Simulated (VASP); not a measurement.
# Rb2SnHgTe4: phonons from a supercell, part 4 of 6

Aim: the phonon dispersion and thermal properties of Rb2SnHgTe4. The start is a cell from a database of measured crystal structures.

VASP 6.6.1; LDA; plane waves and PAW (Hg, Te, Sn_d, Rb_sv).

So far. Step 3 (Relax the host again, on a new basis): The run ended after 2 ionic steps, 0.000 eV below its first step, once forces and stress met EDIFFG = -0.02. Step 4 (Tight relaxation): The run ended after 13 ionic steps, 0.000 eV below its first step, once forces and stress met EDIFFG = -0.002. The relaxed cell has a = 8.571, c = 7.226 Å (conventional setting).

## (5) Born charges and dielectric tensor

In a polar insulator long-range dipole fields split longitudinal from transverse optical modes; these two tensors supply that term.

Input file INCAR:

```
SYSTEM = Rb2SnHgTe4
PREC = Accurate
ENCUT = 350
EDIFF = 1E-08
NELM = 120
ISMEAR = 0
SIGMA = 0.05
LREAL = .FALSE.
ALGO = Normal
GGA = CA
NBANDS = 42
LWAVE = .FALSE.
LCHARG = .FALSE.
KPAR = 4
LEPSILON = .TRUE.
```

Input file POSCAR:

```
Rb2SnHgTe4
1.0
   -4.2856408706      4.2856408706      3.6127738329
    4.2856408706     -4.2856408706      3.6127738329
    4.2856408706      4.2856408706     -3.6127738329
Hg Te Sn Rb
1 4 1 2
Direct
    0.0000000000      0.0000000000      0.0000000000
    0.9188702050      0.5638710782      0.0000000000
    0.0811297950      0.0811297950      0.6450008732
    0.5638710782      0.9188702050      0.0000000000
    0.4361289218      0.4361289218      0.3549991268
    0.5000000000      0.5000000000      0.0000000000
    0.5000000000      0.0000000000      0.5000000000
    0.0000000000      0.5000000000      0.5000000000
```

Input file KPOINTS:

```
Automatic mesh
0
Gamma
5 5 5
0 0 0
```

PAW data sets: Hg, Te, Sn_d and Rb_sv (LDA family, release 64).

Command:

```bash
> mpirun -np 4 vasp_std
```

Log:

```text
[... set-up lines as in an earlier step ...]
 entering main loop
       N       E                     dE             d eps       ncg     rms          rms(c)
DAV:   1     0.460541463250E+03    0.46054E+03   -0.23681E+04  1520   0.116E+03
DAV:   2     0.247032159284E+02   -0.43584E+03   -0.41912E+03  1692   0.295E+02
DAV:   3    -0.246219004738E+02   -0.49325E+02   -0.48582E+02  1812   0.111E+02
DAV:   4    -0.281166387576E+02   -0.34947E+01   -0.34853E+01  2304   0.257E+01
DAV:   5    -0.282153031633E+02   -0.98664E-01   -0.98590E-01  2208   0.387E+00    0.113E+01
DAV:   6    -0.274045294139E+02    0.81077E+00   -0.16324E+00  1990   0.974E+00    0.885E+00
DAV:   7    -0.273324414192E+02    0.72088E-01   -0.78147E-01  1808   0.344E+00    0.326E+00
DAV:   8    -0.273205597084E+02    0.11882E-01   -0.89093E-02  1776   0.203E+00    0.103E+00
DAV:   9    -0.273197047753E+02    0.85493E-03   -0.10414E-02  1848   0.788E-01    0.285E-01
DAV:  10    -0.273193494769E+02    0.35530E-03   -0.16554E-03  1856   0.245E-01    0.135E-01
DAV:  11    -0.273193310806E+02    0.18396E-04   -0.45317E-04  1840   0.101E-01    0.461E-02
DAV:  12    -0.273193305670E+02    0.51359E-06   -0.50749E-05  2046   0.363E-02    0.196E-02
DAV:  13    -0.273193322492E+02   -0.16822E-05   -0.73434E-06  2032   0.164E-02    0.121E-02
DAV:  14    -0.273193319860E+02    0.26320E-06   -0.11258E-06  1764   0.672E-03    0.773E-03
DAV:  15    -0.273193319480E+02    0.37951E-07   -0.30108E-07  1944   0.273E-03    0.216E-03
DAV:  16    -0.273193319342E+02    0.13802E-07   -0.50347E-08  1448   0.141E-03    0.448E-04
DAV:  17    -0.273193319338E+02    0.41200E-09   -0.11570E-08  1016   0.539E-04
   1 F= -.27319332E+02 E0= -.27319332E+02  d E =-.176759E-13
 Linear response reoptimize wavefunctions to high precision
DAV:   1    -0.273193319339E+02   -0.53660E-10   -0.27871E-09   944   0.315E-04
DAV:   2    -0.273193319339E+02    0.45475E-11   -0.84300E-10   912   0.173E-04
 Linear response G [H, r] |phi>, progress :
  Direction:   1
       N       E                     dE             d eps       ncg     rms
RMM:   1    -0.248976027685E+03   -0.24898E+03    0.21841E+03  2286   0.249E+02
RMM:   2    -0.274002809816E+03   -0.25027E+02   -0.17859E+02  3102   0.452E+01
RMM:   3    -0.277032106931E+03   -0.30293E+01   -0.23500E+01  3668   0.130E+01
RMM:   4    -0.277233354682E+03   -0.20125E+00   -0.29669E+00  3898   0.458E+00
RMM:   5    -0.277294224026E+03   -0.60869E-01   -0.10932E+00  3954   0.210E+00
RMM:   6    -0.277307601184E+03   -0.13377E-01   -0.30900E-01  4013   0.110E+00
RMM:   7    -0.277325224300E+03   -0.17623E-01   -0.19503E-01  4063   0.644E-01
RMM:   8    -0.277322897468E+03    0.23268E-02   -0.63969E-02  4080   0.374E-01
RMM:   9    -0.277326524814E+03   -0.36273E-02   -0.31193E-02  4103   0.228E-01
RMM:  10    -0.277327485780E+03   -0.96097E-03   -0.31526E-02  4045   0.141E-01
RMM:  11    -0.277328098060E+03   -0.61228E-03   -0.11698E-02  3994   0.920E-02
RMM:  12    -0.277327909038E+03    0.18902E-03   -0.10092E-02  3940   0.607E-02
RMM:  13    -0.277328379527E+03   -0.47049E-03   -0.61481E-03  3841   0.428E-02
RMM:  14    -0.277328227110E+03    0.15242E-03   -0.44080E-03  3790   0.313E-02
RMM:  15    -0.277328122808E+03    0.10430E-03    0.17608E-03  3774   0.244E-02
RMM:  16    -0.277328277998E+03   -0.15519E-03   -0.21763E-03  3784   0.201E-02
RMM:  17    -0.277328114682E+03    0.16332E-03    0.50855E-03  3761   0.174E-02
RMM:  18    -0.277328150687E+03   -0.36005E-04    0.15555E-04  3781   0.157E-02
RMM:  19    -0.277328202141E+03   -0.51455E-04    0.16644E-03  3760   0.146E-02
RMM:  20    -0.277328185322E+03    0.16820E-04   -0.12069E-03  3767   0.139E-02
RMM:  21    -0.277328174384E+03    0.10938E-04    0.22077E-03  3773   0.134E-02
RMM:  22    -0.277328168041E+03    0.63437E-05    0.25605E-04  3786   0.131E-02
RMM:  23    -0.277328162979E+03    0.50616E-05    0.20383E-03  3763   0.129E-02
 Linear response G [H, r] |phi>, progress :
  Direction:   2
       N       E                     dE             d eps       ncg     rms
RMM:   1    -0.248165931750E+03   -0.24817E+03    0.21939E+03  2292   0.249E+02
RMM:   2    -0.274892723446E+03   -0.26727E+02   -0.18205E+02  3081   0.457E+01
RMM:   3    -0.277956507827E+03   -0.30638E+01   -0.24398E+01  3678   0.130E+01
RMM:   4    -0.278167811895E+03   -0.21130E+00   -0.30682E+00  3890   0.464E+00
RMM:   5    -0.278230138516E+03   -0.62327E-01   -0.12420E+00  3968   0.218E+00
RMM:   6    -0.278244254174E+03   -0.14116E-01   -0.38036E-01  4005   0.116E+00
RMM:   7    -0.278259488141E+03   -0.15234E-01   -0.22836E-01  4050   0.682E-01
RMM:   8    -0.278259266514E+03    0.22163E-03   -0.30843E-02  4114   0.398E-01
RMM:   9    -0.278262093609E+03   -0.28271E-02   -0.20077E-02  4088   0.243E-01
RMM:  10    -0.278264233607E+03   -0.21400E-02   -0.19023E-02  4070   0.152E-01
RMM:  11    -0.278263310911E+03    0.92270E-03   -0.52695E-03  3977   0.986E-02
RMM:  12    -0.278263543757E+03   -0.23285E-03   -0.63353E-03  3953   0.653E-02
RMM:  13    -0.278263342175E+03    0.20158E-03   -0.16258E-02  3843   0.455E-02
RMM:  14    -0.278263585670E+03   -0.24349E-03   -0.39462E-03  3809   0.335E-02
RMM:  15    -0.278263372600E+03    0.21307E-03   -0.41596E-03  3788   0.256E-02
RMM:  16    -0.278263315457E+03    0.57144E-04    0.29387E-04  3801   0.211E-02
RMM:  17    -0.278263285377E+03    0.30080E-04   -0.30769E-03  3792   0.181E-02
RMM:  18    -0.278263322087E+03   -0.36710E-04    0.17298E-03  3784   0.163E-02
RMM:  19    -0.278263344203E+03   -0.22116E-04   -0.37875E-03  3783   0.151E-02
RMM:  20    -0.278263301455E+03    0.42748E-04   -0.12877E-03  3798   0.143E-02
RMM:  21    -0.278263321201E+03   -0.19746E-04   -0.32341E-03  3787   0.138E-02
RMM:  22    -0.278263275530E+03    0.45670E-04   -0.21928E-04  3797   0.135E-02
RMM:  23    -0.278263322985E+03   -0.47455E-04   -0.45225E-03  3813   0.133E-02
 Linear response G [H, r] |phi>, progress :
  Direction:   3
       N       E                     dE             d eps       ncg     rms
RMM:   1    -0.227812978523E+03   -0.22781E+03    0.23261E+03  2292   0.249E+02
RMM:   2    -0.275042974573E+03   -0.47230E+02   -0.15129E+02  3009   0.431E+01
RMM:   3    -0.277127526671E+03   -0.20846E+01   -0.17571E+01  3494   0.119E+01
RMM:   4    -0.277386427769E+03   -0.25890E+00   -0.26949E+00  3797   0.437E+00
RMM:   5    -0.277450139287E+03   -0.63712E-01   -0.91896E-01  3930   0.199E+00
RMM:   6    -0.277473114488E+03   -0.22975E-01   -0.28081E-01  4003   0.103E+00
RMM:   7    -0.277483164104E+03   -0.10050E-01   -0.11142E-01  4032   0.573E-01
RMM:   8    -0.277486112084E+03   -0.29480E-02   -0.74215E-04  4074   0.334E-01
[...]
RMM:  18    -0.585333295069E+01    0.35378E-05    0.90857E-05  8147   0.283E-03    0.607E-04
RMM:  19    -0.585332788552E+01    0.50652E-05   -0.96471E-05  8121   0.247E-03    0.834E-04
RMM:  20    -0.585333127937E+01   -0.33939E-05    0.14092E-04  8194   0.214E-03    0.400E-04
RMM:  21    -0.585333044265E+01    0.83672E-06   -0.29775E-05  8064   0.186E-03    0.366E-04
RMM:  22    -0.585333172617E+01   -0.12835E-05   -0.17519E-05  8034   0.172E-03    0.246E-04
RMM:  23    -0.585333172833E+01   -0.21566E-08    0.14186E-05  7933   0.158E-03    0.145E-04
RMM:  24    -0.585333737568E+01   -0.56474E-05   -0.34292E-05  7839   0.151E-03    0.109E-04
RMM:  25    -0.585333699862E+01    0.37706E-06    0.46195E-05  7589   0.142E-03    0.141E-04
RMM:  26    -0.585333946003E+01   -0.24614E-05   -0.11311E-06  7549   0.138E-03    0.205E-04
RMM:  27    -0.585333898371E+01    0.47633E-06   -0.11205E-06  7081   0.134E-03    0.217E-04
RMM:  28    -0.585333988647E+01   -0.90276E-06    0.36764E-05  6916   0.131E-03    0.218E-04
RMM:  29    -0.585333671666E+01    0.31698E-05    0.41208E-06  7070   0.130E-03    0.152E-04
RMM:  30    -0.585333734231E+01   -0.62565E-06    0.29555E-05  6759   0.128E-03    0.146E-04
RMM:  31    -0.585333540920E+01    0.19331E-05    0.17564E-05  7200   0.127E-03    0.110E-04
RMM:  32    -0.585333498775E+01    0.42144E-06    0.10005E-05  7449   0.127E-03    0.127E-04
RMM:  33    -0.585333323992E+01    0.17478E-05    0.87983E-06  6932   0.125E-03    0.151E-04
RMM:  34    -0.585333365618E+01   -0.41626E-06    0.23939E-06  6766   0.124E-03    0.134E-04
RMM:  35    -0.585333335411E+01    0.30208E-06    0.63006E-05  6758   0.124E-03    0.122E-04
RMM:  36    -0.585333552214E+01   -0.21680E-05    0.20322E-05  6985   0.124E-03    0.453E-05
RMM:  37    -0.585333795036E+01   -0.24282E-05    0.29771E-05  6966   0.124E-03    0.716E-05
RMM:  38    -0.585333616772E+01    0.17826E-05    0.88421E-06  6753   0.123E-03    0.181E-05
RMM:  39    -0.585333652750E+01   -0.35977E-06    0.25907E-05  6408   0.122E-03    0.129E-05
RMM:  40    -0.585333705736E+01   -0.52987E-06    0.32465E-05  6374   0.122E-03    0.603E-06
 change of polarisation eV/A/(eV/A) component  1 :    11.069    -0.695    -0.098
 dielectric tensor                  component  1 :     8.547    -0.474    -0.067
 Linear response to external field, progress :
  Direction:   2
       N       E                     dE             d eps       ncg     rms          rms(c)
RMM:   1    -0.454001973586E+01   -0.45400E+01   -0.12227E+01  5766   0.882E+00
RMM:   2    -0.671744853228E+01   -0.21774E+01   -0.72475E-01  7332   0.221E+00    0.548E+00
RMM:   3    -0.572034956225E+01    0.99710E+00   -0.15408E+00  6555   0.279E+00    0.266E+00
RMM:   4    -0.573393473514E+01   -0.13585E-01   -0.65896E-01  6911   0.184E+00    0.132E+00
RMM:   5    -0.581989483681E+01   -0.85960E-01   -0.10757E-01  7315   0.879E-01    0.194E-01
RMM:   6    -0.583606015024E+01   -0.16165E-01   -0.27430E-02  8350   0.389E-01    0.201E-01
RMM:   7    -0.585061732497E+01   -0.14557E-01   -0.44041E-03  8534   0.199E-01    0.504E-02
RMM:   8    -0.585239183161E+01   -0.17745E-02   -0.23166E-03  8651   0.108E-01    0.283E-02
RMM:   9    -0.585333160343E+01   -0.93977E-03   -0.41074E-03  8714   0.575E-02    0.118E-02
RMM:  10    -0.585318639466E+01    0.14521E-03   -0.42250E-04  8741   0.365E-02    0.699E-03
RMM:  11    -0.585337154088E+01   -0.18515E-03   -0.57325E-04  8792   0.236E-02    0.457E-03
RMM:  12    -0.585332834676E+01    0.43194E-04   -0.11172E-03  8708   0.165E-02    0.783E-04
RMM:  13    -0.585335166612E+01   -0.23319E-04   -0.41897E-04  8883   0.110E-02    0.153E-03
RMM:  14    -0.585333536292E+01    0.16303E-04   -0.39357E-04  8744   0.794E-03    0.550E-04
RMM:  15    -0.585336830136E+01   -0.32938E-04   -0.29465E-04  8504   0.593E-03    0.114E-03
RMM:  16    -0.585333689922E+01    0.31402E-04    0.12289E-04  8514   0.452E-03    0.841E-04
RMM:  17    -0.585335153366E+01   -0.14634E-04   -0.20565E-04  8358   0.369E-03    0.500E-04
RMM:  18    -0.585334548303E+01    0.60506E-05    0.32483E-05  8183   0.282E-03    0.692E-04
RMM:  19    -0.585334845275E+01   -0.29697E-05   -0.17260E-04  8095   0.245E-03    0.844E-04
RMM:  20    -0.585335231488E+01   -0.38621E-05    0.32862E-05  8238   0.213E-03    0.392E-04
RMM:  21    -0.585335467886E+01   -0.23640E-05   -0.15289E-04  8079   0.184E-03    0.367E-04
RMM:  22    -0.585335631805E+01   -0.16392E-05   -0.82941E-05  8040   0.170E-03    0.273E-04
RMM:  23    -0.585335890412E+01   -0.25861E-05   -0.93120E-05  8023   0.158E-03    0.172E-04
RMM:  24    -0.585336204048E+01   -0.31364E-05   -0.13728E-04  7868   0.148E-03    0.171E-04
RMM:  25    -0.585336152091E+01    0.51957E-06   -0.69493E-05  7384   0.140E-03    0.169E-04
RMM:  26    -0.585336072851E+01    0.79240E-06   -0.11051E-04  7391   0.137E-03    0.193E-04
 change of polarisation eV/A/(eV/A) component  2 :     0.193    11.069     0.706
 dielectric tensor                  component  2 :     0.132     8.547     0.481
 Linear response to external field, progress :
  Direction:   3
       N       E                     dE             d eps       ncg     rms          rms(c)
RMM:   1    -0.583551856984E+01   -0.58355E+01   -0.17318E+01  3999   0.923E+00
RMM:   2    -0.945750838604E+01   -0.36220E+01   -0.77484E-01  4925   0.230E+00    0.504E+00
RMM:   3    -0.904221619282E+01    0.41529E+00   -0.61672E-01  4342   0.235E+00    0.266E+00
RMM:   4    -0.913390142723E+01   -0.91685E-01   -0.38445E-01  4449   0.189E+00    0.717E-01
RMM:   5    -0.922024700380E+01   -0.86346E-01   -0.46914E-02  5200   0.602E-01    0.216E-01
RMM:   6    -0.924288550703E+01   -0.22639E-01   -0.12482E-02  5252   0.269E-01    0.521E-02
RMM:   7    -0.925141304227E+01   -0.85275E-02   -0.30793E-03  5727   0.126E-01    0.277E-02
RMM:   8    -0.925139846671E+01    0.14576E-04   -0.14026E-03  5877   0.719E-02    0.143E-02
RMM:   9    -0.925217003865E+01   -0.77157E-03   -0.10784E-03  5950   0.414E-02    0.738E-03
RMM:  10    -0.925205592478E+01    0.11411E-03   -0.91529E-04  5935   0.266E-02    0.348E-03
RMM:  11    -0.925208006780E+01   -0.24143E-04    0.32786E-05  6132   0.170E-02    0.171E-03
RMM:  12    -0.925209476349E+01   -0.14696E-04   -0.44728E-04  5931   0.114E-02    0.124E-03
RMM:  13    -0.925208547977E+01    0.92837E-05    0.33643E-05  5954   0.802E-03    0.411E-04
RMM:  14    -0.925206619978E+01    0.19280E-04   -0.26296E-04  5902   0.562E-03    0.728E-04
RMM:  15    -0.925208054397E+01   -0.14344E-04    0.14384E-05  5732   0.442E-03    0.172E-04
RMM:  16    -0.925208168573E+01   -0.11418E-05   -0.16887E-04  5722   0.328E-03    0.139E-04
RMM:  17    -0.925207860422E+01    0.30815E-05    0.69675E-06  5672   0.273E-03    0.638E-04
RMM:  18    -0.925206860631E+01    0.99979E-05   -0.98203E-05  5594   0.234E-03    0.163E-03
RMM:  19    -0.925208802881E+01   -0.19422E-04   -0.21497E-05  5296   0.220E-03    0.241E-04
RMM:  20    -0.925209089476E+01   -0.28659E-05   -0.54760E-05  5515   0.172E-03    0.491E-05
RMM:  21    -0.925209073637E+01    0.15838E-06   -0.14952E-05  5247   0.155E-03    0.121E-04
RMM:  22    -0.925209080542E+01   -0.69051E-07   -0.18134E-05  5128   0.141E-03    0.162E-04
RMM:  23    -0.925208929555E+01    0.15099E-05   -0.43307E-05  5147   0.134E-03    0.307E-04
RMM:  24    -0.925209305022E+01   -0.37547E-05   -0.16088E-05  5055   0.128E-03    0.198E-04
RMM:  25    -0.925209420281E+01   -0.11526E-05   -0.22133E-05  4991   0.122E-03    0.127E-04
RMM:  26    -0.925209411677E+01    0.86047E-07   -0.26412E-05  4915   0.118E-03    0.748E-05
RMM:  27    -0.925209620737E+01   -0.20906E-05   -0.48375E-06  4878   0.115E-03    0.305E-05
RMM:  28    -0.925209763493E+01   -0.14276E-05   -0.27051E-05  4796   0.112E-03    0.428E-05
RMM:  29    -0.925209629056E+01    0.13444E-05   -0.53790E-06  4619   0.110E-03    0.439E-05
RMM:  30    -0.925209650548E+01   -0.21493E-06   -0.26175E-05  4563   0.109E-03    0.395E-05
RMM:  31    -0.925209774679E+01   -0.12413E-05   -0.40223E-06  4512   0.108E-03    0.369E-05
 change of polarisation eV/A/(eV/A) component  3 :    -0.059     1.045    17.699
 dielectric tensor                  component  3 :    -0.040     0.712    13.066
 Born effective charges drift removed
```

It took 15 min on 4 MPI ranks of AMD EPYC 9R45, shared host; peak memory 2.9 GiB.

From OUTCAR (step 5):

```text
   NELECT =      68.0000    total number of electrons

  Total       -0.0009835     -0.0009835     -0.0075669      0.0000000      0.0000000      0.0000000
  in kB       -0.0059366     -0.0059366     -0.0456768      0.0000000      0.0000000      0.0000000
  external PRESSURE =      -0.0191833 kB  Pullay stress =       0.0000000 kB

 POSITION                                       TOTAL-FORCE (eV/Angst)
 -----------------------------------------------------------------------------------
      0.00000      0.00000      0.00000         0.000000      0.000000      0.000000
     -1.52140      1.52140      5.35681        -0.000357      0.000357     -0.000108
      2.76424      2.76424     -1.74404        -0.000357     -0.000357      0.000108
      1.52140     -1.52140      5.35681         0.000357     -0.000357     -0.000108
      1.52140      1.52140      1.86874         0.000357      0.000357      0.000108
      0.00000      0.00000      3.61277        -0.000000      0.000000      0.000000
      0.00000      4.28564      0.00000         0.000000      0.000000      0.000000
      4.28564      0.00000      0.00000         0.000000      0.000000      0.000000
 -----------------------------------------------------------------------------------
    total drift:                                0.000000      0.000000      0.000001

 MACROSCOPIC STATIC DIELECTRIC TENSOR (including local field effects in DFT)
 ------------------------------------------------------
           8.546516     0.000000     0.000000
          -0.000000     8.546516     0.000000
           0.000000    -0.000000    13.066497
 ------------------------------------------------------

 PIEZOELECTRIC TENSOR (including local field effects)  for field in x, y, z        (C/m^2)
          XX          YY          ZZ          XY          YZ          ZX
  --------------------------------------------------------------------------------
  x     0.00000     0.00000     0.00000     0.00000    -0.08467     0.00000
  y     0.00000     0.00000     0.00000     0.00000     0.00000    -0.08467
  z     0.00000     0.00000     0.00000     0.03865     0.00000     0.00000

 BORN EFFECTIVE CHARGES (including local field effects) (in |e|, cummulative output)
 ---------------------------------------------------------------------------------
 ion    1
    1     2.15320     0.00000     0.00000
    2     0.00000     2.15320     0.00000
    3     0.00000     0.00000     3.78825
 ion    2
    1    -1.75165     0.21110    -0.54999
    2     0.21110    -1.75165     0.54999
    3    -0.02242     0.02242    -2.46937
 ion    3
    1    -1.75165    -0.21110     0.54999
    2    -0.21110    -1.75165     0.54999
    3     0.02242     0.02242    -2.46937
 ion    4
    1    -1.75165     0.21110     0.54999
    2     0.21110    -1.75165    -0.54999
    3     0.02242    -0.02242    -2.46937
 ion    5
    1    -1.75165    -0.21110    -0.54999
    2    -0.21110    -1.75165    -0.54999
    3    -0.02242    -0.02242    -2.46937
 ion    6
    1     2.18067     0.00000     0.00000
    2     0.00000     2.18067     0.00000
    3     0.00000     0.00000     4.08921
[...]
2     0.00000     1.33625     0.00000
    3     0.00000     0.00000     1.00001

[... 4 parts as in an earlier step ...]

[... 7 further parts left out ...]
```

Energies printed during the response cycles are not total energies of the cell. The dielectric response converges more slowly with the mesh than energies do, so tensor and charges may still move on a finer one.

Numbers from this step:

| Property | Result |
| --- | --- |
| pressure | -0.001918 GPa |

Electronic dielectric tensor with local fields:

```
 8.55  0.00  0.00
 0.00  8.55  0.00
 0.00  0.00 13.07
```

Born effective charge (e), principal values of the symmetric part by kind of site:

```
atom  atoms with these values    low  middle   high   mean
 Hg1                        1   2.15    2.15   3.79   2.70
 Te2                        4  -2.69   -1.74  -1.54  -1.99
 Sn6                        1   2.18    2.18   4.09   2.82
 Rb7                        2   1.00    1.34   1.34   1.22
```

In full for Hg1:

```
2.15 0.00 0.00
0.00 2.15 0.00
0.00 0.00 3.79
```

Piezoelectric tensor with clamped ions (C/m²), by row:

```
field  xx  yy  zz       xy        yz        zx
    x   0   0   0        0  -0.08467         0
    y   0   0   0        0         0  -0.08467
    z   0   0   0  0.03865         0         0
```

(Part 4 of 6 ends here.)

[Lines on the potential files, build, host, timing and source positions are cut from VASP's logs without a mark.]

[Logs are printed without paths, hosts, clocks, repeated set-up lines and the standing remarks that a program may print on its own settings, such as how far it seeks lower states.]

[Hosts, paths, dates, database ids (printed as entryN), source tags and the programs' standing remarks are cut or masked in the printed files.]

[Runs that stopped without an error message from VASP are left out.]
